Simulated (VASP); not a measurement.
Here is the system:

```xyz
2
Lattice="0.0000 2.9990 2.9990 2.9990 0.0000 2.9990 2.9990 2.9990 0.0000" Properties=species:S:1:pos:R:3 pbc="T T T"
Ca     0.0000     0.0000     0.0000
Se     2.9990     2.9990     2.9990
```

All values below come from G0W0 on PBE orbitals, VASP's PBE PAW potentials (set 64) (plane waves; VASP). Run with PREC = Normal, 500 eV cut-off, 4×4×4 Γ-centred mesh, Gaussian smearing of 0.010 eV, potentials Ca_sv_GW Se_GW.

The mesh is coarse and the basis finite, so the quasiparticle values are not converged.

NBANDS = 160, ENCUTGW = 200 eV, NOMEGA = 64. The PBE levels (eV) that the step starts from are:

```json
[
 {"state": "k1 (0.00, 0.00, 0.00), band 5", "KS energy": "-8.31", "filling": "2"},
 {"state": "k1 (0.00, 0.00, 0.00), band 6", "KS energy": "3.35", "filling": "2"},
 {"state": "k1 (0.00, 0.00, 0.00), band 7", "KS energy": "3.35", "filling": "2"},
 {"state": "k1 (0.00, 0.00, 0.00), band 8", "KS energy": "3.35", "filling": "2"},
 {"state": "k1 (0.00, 0.00, 0.00), band 9", "KS energy": "6.46", "filling": "0"},
 {"state": "k1 (0.00, 0.00, 0.00), band 10", "KS energy": "7.05", "filling": "0"},
 {"state": "k1 (0.00, 0.00, 0.00), band 11", "KS energy": "7.05", "filling": "0"},
 {"state": "k1 (0.00, 0.00, 0.00), band 12", "KS energy": "7.05", "filling": "0"},
 {"state": "k2 (0.25, 0.00, 0.00), band 5", "KS energy": "-8.01", "filling": "2"},
 {"state": "k2 (0.25, 0.00, 0.00), band 6", "KS energy": "1.43", "filling": "2"},
 {"state": "k2 (0.25, 0.00, 0.00), band 7", "KS energy": "2.70", "filling": "2"},
 {"state": "k2 (0.25, 0.00, 0.00), band 8", "KS energy": "2.70", "filling": "2"},
 {"state": "k2 (0.25, 0.00, 0.00), band 9", "KS energy": "7.02", "filling": "0"},
 {"state": "k2 (0.25, 0.00, 0.00), band 10", "KS energy": "7.74", "filling": "0"},
 {"state": "k2 (0.25, 0.00, 0.00), band 11", "KS energy": "7.74", "filling": "0"},
 {"state": "k2 (0.25, 0.00, 0.00), band 12", "KS energy": "8.84", "filling": "0"},
 {"state": "k5 (0.50, 0.25, 0.00), band 5", "KS energy": "-7.73", "filling": "2"},
 {"state": "k5 (0.50, 0.25, 0.00), band 6", "KS energy": "0.82", "filling": "2"},
 {"state": "k5 (0.50, 0.25, 0.00), band 7", "KS energy": "1.83", "filling": "2"},
 {"state": "k5 (0.50, 0.25, 0.00), band 8", "KS energy": "2.34", "filling": "2"},
 {"state": "k5 (0.50, 0.25, 0.00), band 9", "KS energy": "6.75", "filling": "0"},
 {"state": "k5 (0.50, 0.25, 0.00), band 10", "KS energy": "8.86", "filling": "0"},
 {"state": "k5 (0.50, 0.25, 0.00), band 11", "KS energy": "8.91", "filling": "0"},
 {"state": "k5 (0.50, 0.25, 0.00), band 12", "KS energy": "9.11", "filling": "0"}
]
```

Give the quasiparticle energies and renormalisation factors Z.

```
state                           QP energy (eV)     Z
------------------------------  --------------  ----
k1 (0.00, 0.00, 0.00), band 5            -9.18  0.68
k1 (0.00, 0.00, 0.00), band 6             2.40  0.77
k1 (0.00, 0.00, 0.00), band 7             2.40  0.77
k1 (0.00, 0.00, 0.00), band 8             2.40  0.77
k1 (0.00, 0.00, 0.00), band 9             6.82  0.79
k1 (0.00, 0.00, 0.00), band 10            8.30  0.76
k1 (0.00, 0.00, 0.00), band 11            8.30  0.76
k1 (0.00, 0.00, 0.00), band 12            8.30  0.76
k2 (0.25, 0.00, 0.00), band 5            -8.87  0.68
k2 (0.25, 0.00, 0.00), band 6             0.42  0.75
k2 (0.25, 0.00, 0.00), band 7             1.82  0.76
k2 (0.25, 0.00, 0.00), band 8             1.82  0.76
k2 (0.25, 0.00, 0.00), band 9             7.83  0.77
k2 (0.25, 0.00, 0.00), band 10            9.15  0.75
k2 (0.25, 0.00, 0.00), band 11            9.15  0.75
k2 (0.25, 0.00, 0.00), band 12            9.63  0.76
k5 (0.50, 0.25, 0.00), band 5            -8.55  0.68
k5 (0.50, 0.25, 0.00), band 6            -0.26  0.74
k5 (0.50, 0.25, 0.00), band 7             0.84  0.75
k5 (0.50, 0.25, 0.00), band 8             1.39  0.75
k5 (0.50, 0.25, 0.00), band 9             7.68  0.77
k5 (0.50, 0.25, 0.00), band 10           10.46  0.73
k5 (0.50, 0.25, 0.00), band 11           10.76  0.73
k5 (0.50, 0.25, 0.00), band 12           10.80  0.73
```
On the mesh the gap opens from 2.12 to 3.82 eV.

The compound is CaSe in the rock salt structure. This cell is one point of a volume scan, at 1.04 of the reference volume. The k-mesh is coarse (spacing up to 0.45 per Å, 2π included), so the numbers may not be converged in it.
